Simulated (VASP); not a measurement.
Output of a VASP run:

OSZICAR:
```
       N       E                     dE             d eps       ncg     rms          rms(c)
DAV:   1     0.525709429027E+03    0.52571E+03   -0.22537E+04  2584   0.210E+03
DAV:   2     0.744923206550E+02   -0.45122E+03   -0.44492E+03  2504   0.626E+02
DAV:   3    -0.612981193373E+01   -0.80622E+02   -0.79080E+02  3600   0.256E+02
DAV:   4    -0.153171323295E+02   -0.91873E+01   -0.91432E+01  3168   0.773E+01
DAV:   5    -0.160566251142E+02   -0.73949E+00   -0.73878E+00  3200   0.204E+01    0.261E+01
DAV:   6    -0.239653149345E+02   -0.79087E+01   -0.27861E+02  2112   0.161E+02    0.195E+01
DAV:   7    -0.218046748380E+02    0.21606E+01   -0.14426E+01  2608   0.417E+01    0.131E+01
DAV:   8    -0.206525546988E+02    0.11521E+01   -0.29635E+01  2696   0.379E+01    0.527E+00
DAV:   9    -0.221341668249E+02   -0.14816E+01   -0.60960E+00  2584   0.179E+01    0.343E+00
DAV:  10    -0.220969908990E+02    0.37176E-01   -0.26131E-01  2744   0.334E+00    0.331E+00
DAV:  11    -0.221756941107E+02   -0.78703E-01   -0.95834E-01  3016   0.674E+00    0.235E+00
DAV:  12    -0.221156271238E+02    0.60067E-01   -0.60169E-01  2800   0.547E+00    0.120E+00
DAV:  13    -0.221116174860E+02    0.40096E-02   -0.17326E-02  2384   0.104E+00    0.103E+00
DAV:  14    -0.221053686905E+02    0.62488E-02   -0.11403E-02  2464   0.836E-01    0.476E-01
DAV:  15    -0.221049167041E+02    0.45199E-03   -0.13657E-02  2600   0.757E-01    0.118E-01
DAV:  16    -0.221052830710E+02   -0.36637E-03   -0.11967E-03  2064   0.300E-01    0.809E-02
DAV:  17    -0.221054338444E+02   -0.15077E-03   -0.31122E-04  2488   0.127E-01    0.428E-02
DAV:  18    -0.221054272845E+02    0.65599E-05   -0.42100E-05  2880   0.506E-02    0.356E-02
DAV:  19    -0.221054296728E+02   -0.23882E-05   -0.53237E-05  2496   0.567E-02    0.556E-03
DAV:  20    -0.221054303972E+02   -0.72447E-06   -0.54880E-06  2416   0.217E-02    0.248E-03
DAV:  21    -0.221054314081E+02   -0.10109E-05   -0.12373E-06  2576   0.820E-03    0.141E-03
DAV:  22    -0.221054310810E+02    0.32710E-06   -0.97680E-08  1088   0.245E-03    0.671E-04
DAV:  23    -0.221054308286E+02    0.25238E-06   -0.14183E-07  1272   0.242E-03    0.747E-04
DAV:  24    -0.221054309283E+02   -0.99645E-07   -0.28652E-08  1032   0.179E-03
   1 F= -.22105431E+02 E0= -.22105431E+02  d E =0.000000E+00
       N       E                     dE             ncg
       N       E                     dE             ncg
```

**OUTCAR**
```
------------------------ aborting loop because EDIFF is reached ----------------------------------------
  FORCE on cell =-STRESS in cart. coord.  units (eV):
  Direction    XX          YY          ZZ          XY          YZ          ZX
  --------------------------------------------------------------------------------------
  Total        0.0265898      0.0265898      0.0196392      0.0000000      0.0000000      0.0000000
  in kB        0.6542894      0.6542894      0.4832568      0.0000000      0.0000000      0.0000000
  external PRESSURE =       0.5972785 kB  Pullay stress =       0.0000000 kB
  volume of cell :       65.11
      direct lattice vectors                 reciprocal lattice vectors
     4.007546835  0.000000000  0.000000000     0.249529211  0.000000000  0.000000000
     0.000000000  4.007546835  0.000000000     0.000000000  0.249529211  0.000000000
     0.000000000  0.000000000  4.054135194     0.000000000  0.000000000  0.246661730
 POSITION                                       TOTAL-FORCE (eV/Angst)
 -----------------------------------------------------------------------------------
      0.00000      0.00000      4.05223        -0.000000     -0.000000     -0.020742
      2.00377      2.00377      2.07627        -0.000000      0.000000     -0.000112
      2.00377      2.00377      3.97006        -0.000000     -0.000000      0.001356
      0.00000      2.00377      1.97248         0.000000     -0.000000      0.009749
      2.00377      0.00000      1.97248        -0.000000     -0.000000      0.009749
 -----------------------------------------------------------------------------------
    total drift:                                0.000000      0.000000      0.000177
  FREE ENERGIE OF THE ION-ELECTRON SYSTEM (eV)
  ---------------------------------------------------
  free  energy   TOTEN  =       -22.1054309283 eV

  energy  without entropy=      -22.1054309283  energy(sigma->0) =      -22.10543093

 total charge

# of ion       s       p       d       tot
------------------------------------------
    1        2.000   5.642   0.315   7.957
    2        2.196   6.256   1.680  10.132
    3        1.554   3.445   0.000   4.999
    4        1.552   3.447   0.000   4.999
    5        1.552   3.447   0.000   4.999
--------------------------------------------------
tot          8.853  22.239   1.995  33.087

 Electric field gradients after diagonalization (V/A^2)
 (convention: |V_zz| > |V_xx| > |V_yy|)
----------------------------------------------------------------------
 ion       V_xx      V_yy      V_zz     asymmetry (V_yy - V_xx)/ V_zz
----------------------------------------------------------------------
   1       1.648     1.648    -3.295       0.000
   2      -2.811    -2.811     5.623       0.000
   3      -8.843    -8.843    17.687       0.000
   4     -12.286   -10.445    22.731       0.081
   5     -12.286   -10.445    22.731       0.081
```
(Selected blocks of OUTCAR.)

POSCAR:
```
BaTiO3
1
    4.0075468351     0.0000000000     0.0000000000
    0.0000000000     4.0075468351     0.0000000000
    0.0000000000     0.0000000000     4.0541351936
Ba Ti O
1 1 3
Direct
  0.0000000000   0.0000000000   0.9995293890
  0.5000000000   0.5000000000   0.5121365563
  0.5000000000   0.5000000000   0.9792626375
  1.0000000000   0.5000000000   0.4865357086
  0.5000000000   0.0000000000   0.4865357086
```

### Question
Reconstruct the remaining input files.

### Answer
Several could match; the one computed here: the input of the run itself, revTPSS meta-GGA, plane waves, VASP's PBE PAW potentials (set 64).

KPOINTS:
```
Automatic mesh
0
Gamma
6 6 6
0 0 0
```

### INCAR
```
SYSTEM = BaTiO3
PREC = Accurate
ENCUT = 520
EDIFF = 1E-7
NELM = 100
ALGO = Normal
LREAL = .FALSE.
LASPH = .TRUE.
ISMEAR = -5
METAGGA = RTPSS
LMIXTAU = .TRUE.
LMAXMIX = 4
LWAVE = .FALSE.
LCHARG = .FALSE.
LORBIT = 11
NEDOS = 601
ISIF = 2
LEFG = .TRUE.
```

**KPOINTS_OPT**
```
k-points along high-symmetry lines
6
Line-mode
Reciprocal
  0.000000   0.000000   0.000000 ! GAMMA
  0.000000   0.500000   0.000000 ! X

  0.000000   0.500000   0.000000 ! X
  0.500000   0.500000   0.000000 ! M

  0.500000   0.500000   0.000000 ! M
  0.000000   0.000000   0.000000 ! GAMMA

  0.000000   0.000000   0.000000 ! GAMMA
  0.000000   0.000000   0.500000 ! Z

  0.000000   0.000000   0.500000 ! Z
  0.000000   0.500000   0.500000 ! R

  0.000000   0.500000   0.500000 ! R
  0.500000   0.500000   0.500000 ! A

  0.500000   0.500000   0.500000 ! A
  0.000000   0.000000   0.500000 ! Z

  0.000000   0.500000   0.000000 ! X
  0.000000   0.500000   0.500000 ! R

  0.500000   0.500000   0.000000 ! M
  0.500000   0.500000   0.500000 ! A
```

POTCAR, in this order: Ba_sv Ti_sv O (PBE.64 set). Program: vasp_std.

The compound is BaTiO3 in the tetragonal perovskite structure. It was relaxed first.
